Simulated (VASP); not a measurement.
Computed with PBE GGA, VASP's PBE PAW potentials (set 64) (plane waves; VASP 6.6.1).

Input for VASP

**POSCAR**
```
TiC
1
    0.0000000000     2.2083000000     2.2083000000
    2.2083000000     0.0000000000     2.2083000000
    2.2083000000     2.2083000000     0.0000000000
Ti C
1 1
Direct
  0.0000000000   0.0000000000   0.0000000000
  0.5000000000   0.5000000000   0.5000000000
```

File KPOINTS:
```
kpoints
0
G
 13 13 13
```

**INCAR**
```
EDIFF  =  1E-6
SYSTEM  =  TiC
LMAXMIX  =  4   ! l cut-off of mixed one-centre charges
LASPH  =  T   ! aspherical one-centre terms
LWAVE  =  F
NELM  =  100   ! most electronic steps
SIGMA  =  0.5   ! width (eV)
PREC  =  Accurate
GGA  =  PE   ! PBE
ISIF  =  2   ! forces and stress, cell fixed
ENCUT  =  520
ISMEAR  =  1   ! Methfessel-Paxton
LREAL  =  F   ! projection in real space or not
LCHARG  =  F
ALGO  =  Normal
```

POTCAR, in this order: Ti_sv C (PBE.64 set). Program: vasp_std.

Output

OSZICAR:
```
       N       E                     dE             d eps       ncg     rms          rms(c)
DAV:   1     0.119916490886E+03    0.11992E+03   -0.85257E+03  2016   0.158E+03
DAV:   2    -0.141657388744E+02   -0.13408E+03   -0.12801E+03  2100   0.384E+02
DAV:   3    -0.240021872947E+02   -0.98364E+01   -0.95045E+01  2752   0.990E+01
DAV:   4    -0.244098770960E+02   -0.40769E+00   -0.40698E+00  2528   0.193E+01
DAV:   5    -0.244269567069E+02   -0.17080E-01   -0.17079E-01  2796   0.362E+00    0.176E+01
DAV:   6    -0.195084444939E+02    0.49185E+01   -0.34729E+01  2416   0.698E+01    0.775E+00
DAV:   7    -0.187269939696E+02    0.78145E+00   -0.59512E+00  2584   0.300E+01    0.456E+00
DAV:   8    -0.186904978055E+02    0.36496E-01   -0.11892E-01  2168   0.413E+00    0.344E+00
DAV:   9    -0.186658013583E+02    0.24696E-01   -0.29612E-01  2364   0.706E+00    0.902E-01
DAV:  10    -0.186627453258E+02    0.30560E-02   -0.19167E-02  2780   0.171E+00    0.720E-01
DAV:  11    -0.186592860495E+02    0.34593E-02   -0.96724E-03  2416   0.152E+00    0.198E-01
DAV:  12    -0.186591385660E+02    0.14748E-03   -0.86443E-04  2772   0.349E-01    0.479E-02
DAV:  13    -0.186591227236E+02    0.15842E-04   -0.44685E-05  2408   0.740E-02    0.197E-02
DAV:  14    -0.186591195169E+02    0.32067E-05   -0.10506E-05  2936   0.433E-02    0.275E-03
DAV:  15    -0.186591197023E+02   -0.18537E-06   -0.15183E-07  1104   0.501E-03
   1 F= -.18659120E+02 E0= -.18661786E+02  d E =0.799858E-02
```

OUTCAR:
```
------------------------ aborting loop because EDIFF is reached ----------------------------------------
  FORCE on cell =-STRESS in cart. coord.  units (eV):
  Direction    XX          YY          ZZ          XY          YZ          ZX
  --------------------------------------------------------------------------------------
  Total       -1.6982188     -1.6982188     -1.6982188      0.0000000      0.0000000     -0.0000000
  in kB     -126.3281177   -126.3281177   -126.3281177      0.0000000      0.0000000     -0.0000000
  external PRESSURE =    -126.3281177 kB  Pullay stress =       0.0000000 kB
  volume of cell :       21.54
      direct lattice vectors                 reciprocal lattice vectors
     0.000000000  2.208300000  2.208300000    -0.226418512  0.226418512  0.226418512
     2.208300000  0.000000000  2.208300000     0.226418512 -0.226418512  0.226418512
     2.208300000  2.208300000  0.000000000     0.226418512  0.226418512 -0.226418512
 POSITION                                       TOTAL-FORCE (eV/Angst)
 -----------------------------------------------------------------------------------
      0.00000      0.00000      0.00000         0.000000     -0.000000     -0.000000
      2.20830      2.20830      2.20830        -0.000000      0.000000      0.000000
 -----------------------------------------------------------------------------------
    total drift:                                0.000000     -0.000000     -0.000000
  FREE ENERGIE OF THE ION-ELECTRON SYSTEM (eV)
  ---------------------------------------------------
  free  energy   TOTEN  =       -18.6591197023 eV

  energy  without entropy=      -18.6671182864  energy(sigma->0) =      -18.66178590
```
(Selected blocks of OUTCAR.)

The compound is TiC in the rock salt structure. The cell was not relaxed at this level. The run is one of a series of settings (SIGMA = 0.5 against the base run), some of them coarse on purpose.
